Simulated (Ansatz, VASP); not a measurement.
**Cross-check of MgO between VASP and Ansatz**

Aim: how closely do two programs agree when they are given the same cell, functional and k mesh? Valence electrons are named where the data sets of a main pair hold unlike numbers.

Main program and level: Ansatz 0.2.0; plane waves, with VASP 6.6.1 beside it; band structure at r2SCANh with an exact-exchange share of 0.1.

### Step 1. The starting structure

The structure is cubic, space group Fm-3m (No. 225). Conventional cell: a = 4.212 Å, b = 4.212 Å, c = 4.212 Å, α = 90.00°, β = 90.00°, γ = 90.00°. Mg has 6 O at 2.11 Å nearest. Nearest to O lie 6 Mg at 2.11 Å. Farther neighbours and most contacts between anions are not listed.

Structure file:

```cif
data_structure
_symmetry_space_group_name_H-M 'Fm-3m'
_symmetry_Int_Tables_number 225
_cell_length_a 4.2121
_cell_length_b 4.2121
_cell_length_c 4.2121
_cell_angle_alpha 90.000
_cell_angle_beta 90.000
_cell_angle_gamma 90.000
_cell_volume 74.73
loop_
_atom_site_label
_atom_site_type_symbol
_atom_site_symmetry_multiplicity
_atom_site_Wyckoff_symbol
_atom_site_fract_x
_atom_site_fract_y
_atom_site_fract_z
_atom_site_occupancy
Mg1 Mg 4 a 0.00000 0.00000 0.00000 1
O1 O 4 b 0.50000 0.00000 0.00000 1
```

### Step 2. VASP: band structure, r2SCANh with an exact-exchange share of 0.1

Levels along a path test the potential and the projectors away from the mesh points.

Lines of VASP's logs that name or quote its potential files are left out, and so is its time.

The run reads the wave functions of an earlier VASP run, which isn't shown here.

INCAR

```
SYSTEM = MgO
PREC = Accurate
ENCUT = 520
EDIFF = 1E-06
NELM = 100
ISMEAR = 0
SIGMA = 0.02
LREAL = .FALSE.
ALGO = Normal
LHFCALC = .TRUE.
AEXX = 0.1
METAGGA = R2SCAN
LASPH = .TRUE.
NBANDS = 10
PRECFOCK = Fast
HFRCUT = -1
LORBIT = 11
LWAVE = .FALSE.
LCHARG = .FALSE.
KPAR = 4
```

POSCAR

```
MgO
1.0
    0.0000000000      2.1060700000      2.1060700000
    2.1060700000      0.0000000000      2.1060700000
    2.1060700000      2.1060700000      0.0000000000
Mg O
1 1
Direct
    0.0000000000      0.0000000000      0.0000000000
    0.5000000000      0.5000000000      0.5000000000
```

KPOINTS

```
Automatic mesh
0
Gamma
6 6 6
0 0 0
```

KPOINTS_OPT

```
Line mode
6
Line-mode
Reciprocal
  0.00000000   0.00000000   0.00000000 GAMMA
  0.50000000   0.00000000   0.50000000 X

  0.50000000   0.00000000   0.50000000 X
  0.50000000   0.25000000   0.75000000 W

  0.50000000   0.25000000   0.75000000 W
  0.37500000   0.37500000   0.75000000 K

  0.37500000   0.37500000   0.75000000 K
  0.00000000   0.00000000   0.00000000 GAMMA

  0.00000000   0.00000000   0.00000000 GAMMA
  0.50000000   0.50000000   0.50000000 L

  0.50000000   0.50000000   0.50000000 L
  0.62500000   0.25000000   0.62500000 U

  0.62500000   0.25000000   0.62500000 U
  0.50000000   0.25000000   0.75000000 W

  0.50000000   0.25000000   0.75000000 W
  0.50000000   0.50000000   0.50000000 L

  0.50000000   0.50000000   0.50000000 L
  0.37500000   0.37500000   0.75000000 K

  0.62500000   0.25000000   0.62500000 U
  0.50000000   0.00000000   0.50000000 X
```

The projector-augmented-wave data sets are Mg and O (PBE family, release 64).

Run with:

```
mpirun -np 4 vasp_std
```

Numbers of over 12 decimals in the logs are rounded to 6 here.

The log of the run:

```text
[banner, memory and clock lines left out]
running    4 mpi-ranks, on    1 nodes
 distrk:  each k-point on    1 cores,    4 groups
 distr:  one band on    1 cores,    1 groups

 POSCAR found type information on POSCAR MgO
 POSCAR found :  2 types and       2 ions
|                                                                             |
|               ----> ADVICE to this user running VASP <----                  |
|                                                                             |
|     You enforced a specific xc type in the INCAR file but a different       |
|     [... a line on the potential file left out ...]
|     I HOPE YOU KNOW WHAT YOU ARE DOING!                                     |
|                                                                             |

 LDA part: xc-table for (None), standard interpolation
 found WAVECAR, reading the header
 POSCAR, INCAR and KPOINTS ok, starting setup
 FFT: planning ... GRIDC
 FFT: planning ... GRID_SOFT
 FFT: planning ... GRID
 HFRCUT set to (new)   9.876533
 reading WAVECAR
 the WAVECAR file was read successfully
 initial charge from wavefunction
 entering main loop
       N       E                     dE             d eps       ncg     rms          rms(c)
DAV:   1    -0.168884517038E+02   -0.16888E+02   -0.59391E-01   320   0.520E+00    0.402E-01
DAV:   2    -0.168865954632E+02    0.18562E-02   -0.12234E-02   330   0.905E-01    0.217E-01
DAV:   3    -0.168861326379E+02    0.46283E-03   -0.19099E-03   336   0.277E-01    0.153E-01
DAV:   4    -0.168859940685E+02    0.13857E-03   -0.36770E-05   326   0.662E-02    0.924E-02
DAV:   5    -0.168859423907E+02    0.51678E-04   -0.23741E-05   320   0.597E-02    0.525E-02
DAV:   6    -0.168859253036E+02    0.17087E-04   -0.70428E-06   328   0.321E-02    0.309E-02
DAV:   7    -0.168859193987E+02    0.59049E-05   -0.28455E-06   320   0.190E-02    0.185E-02
DAV:   8    -0.168859173198E+02    0.20790E-05   -0.10636E-06   316   0.119E-02    0.112E-02
DAV:   9    -0.168859165316E+02    0.78819E-06   -0.37845E-07   160   0.737E-03
   1 F= -.16885917E+02 E0= -.16885917E+02  d E =-.222288E-12
 Start KPOINTS_OPT (optional k-point list driver)
k-point batch [1-16\60]
       N       E                     dE             ncg
DAV:   1    -0.503600753663E+02   -0.52789E+04      376
DAV:   2    -0.468796698935E+03   -0.41844E+03      364
DAV:   3    -0.478289690539E+03   -0.94930E+01      372
DAV:   4    -0.478337977808E+03   -0.48287E-01      356
DAV:   5    -0.478338100000E+03   -0.12219E-03      362
DAV:   6    -0.478338100617E+03   -0.61640E-06      356
[...]
k-point batch [49-60\60]
       N       E                     dE             ncg
DAV:   1     0.127037635383E+04   -0.44951E+04      296
DAV:   2     0.993548078721E+03   -0.27683E+03      264
DAV:   3     0.987166756074E+03   -0.63813E+01      284
DAV:   4     0.987135132403E+03   -0.31624E-01      272
DAV:   5     0.987135047801E+03   -0.84601E-04      280
DAV:   6     0.987135047379E+03   -0.42193E-06      280
```

Parts of OUTCAR (step 2):

```text
ion  position               nearest neighbor table
   1  0.000  0.000  0.000-   2 2.11   2 2.11   2 2.11   2 2.11   2 2.11   2 2.11
   2  0.500  0.500  0.500-   1 2.11   1 2.11   1 2.11   1 2.11   1 2.11   1 2.11

  LATTYP: Found a face centered cubic cell.
 ALAT       =     4.2121400000

 Subroutine GETGRP returns: Found 48 space group operations
 (whereof 48 operations were pure point group operations)

The static configuration has the point symmetry O_h .

 Found     16 irreducible k-points:

   k-points           NKPTS =     16   k-points in BZ     NKDIM =    216   number of bands    NBANDS=     10

   dimension x,y,z NGX =    24 NGY =   24 NGZ =   24
   dimension x,y,z NGXF=    48 NGYF=   48 NGZF=   48

   ENCUT  =  520.0 eV  38.22 Ry    6.18 a.u.   5.54  5.54  5.54*2*pi/ulx,y,z

   NELECT =       8.0000    total number of electrons

 k-points in reciprocal lattice and weights: Automatic mesh
   0.00000000  0.00000000  0.00000000       0.005
   0.16666667  0.00000000  0.00000000       0.037
   0.33333333  0.00000000  0.00000000       0.037
   0.50000000  0.00000000  0.00000000       0.019
   0.16666667  0.16666667  0.00000000       0.028
   0.33333333  0.16666667  0.00000000       0.111
   0.50000000  0.16666667  0.00000000       0.111
  -0.33333333  0.16666667  0.00000000       0.111
  -0.16666667  0.16666667  0.00000000       0.056
[...]
-0.33333333  0.33333333  0.16666667       0.111
  -0.33333333  0.50000000  0.16666667       0.056

  exchange ACFDT corr.  =         0.00000000  see jH, gK, PRB 81, 115126

 average (electrostatic) potential at core
       1 -36.0431       2 -70.1792

 E-fermi :   2.2666

 k-point     1 :       0.0000    0.0000    0.0000
  band No.  band energies     occupation
      1     -16.5222      2.00000
      2       2.1763      2.00000
      3       2.1763      2.00000
      4       2.1763      2.00000
      5       8.6403      0.00000
      6      19.9605      0.00000
      7      19.9605      0.00000
      8      19.9605      0.00000
      9      24.0630      0.00000
    ...

 k-point     2 :       0.1667    0.0000    0.0000
  band No.  band energies     occupation
      1     -16.2377      2.00000
      2       0.6653      2.00000
      3       1.9908      2.00000
      4       1.9908      2.00000
      5      10.0813      0.00000
      6      17.6216      0.00000
      7      20.5747      0.00000
      8      20.5747      0.00000
      9      24.6319      0.00000
    ...

 k-point     3 :       0.3333    0.0000    0.0000
  band No.  band energies     occupation
      1     -15.6036      2.00000
      2      -1.5856      2.00000
      3       1.6437      2.00000
      4       1.6437      2.00000
      5      11.6522      0.00000
      6      16.5969      0.00000
      7      20.8259      0.00000
      8      20.8259      0.00000
      9      25.4038      0.00000
    ...

  energy-cutoff  :      520.00
  volume of cell :       18.68
      direct lattice vectors                 reciprocal lattice vectors
     0.000000000  2.106070000  2.106070000    -0.237409013  0.237409013  0.237409013
     2.106070000  0.000000000  2.106070000     0.237409013 -0.237409013  0.237409013
     2.106070000  2.106070000  0.000000000     0.237409013  0.237409013 -0.237409013

 POSITION                                       TOTAL-FORCE (eV/Angst)
 -----------------------------------------------------------------------------------
      0.00000      0.00000      0.00000        -0.000000     -0.000000      0.000000
      2.10607      2.10607      2.10607         0.000000      0.000000      0.000000
 -----------------------------------------------------------------------------------
    total drift:                               -0.000000     -0.000000     -0.000000

  FREE ENERGIE OF THE ION-ELECTRON SYSTEM (eV)
  ---------------------------------------------------
  free  energy   TOTEN  =       -16.8859165316 eV

  energy  without entropy=      -16.8859165316  energy(sigma->0) =      -16.88591653

 total charge
# of ion       s       p       d       tot
------------------------------------------
    1        0.139   0.174   0.073   0.387
    2        1.547   3.593   0.000   5.140
--------------------------------------------------
tot          1.686   3.768   0.073   5.527

[... 3 further parts left out ...]
```

(Continued in part 2 of 2.)

[Lines on the potential files, build, host, timing and source positions are cut from VASP's logs without a mark.]

[Logs are printed without paths, hosts, clocks, repeated set-up lines and the standing remarks that a program may print on its own settings, such as how far it seeks lower states.]

[Hosts, paths, dates, database ids (printed as entryN), source tags and the programs' standing remarks are cut or masked in the printed files.]
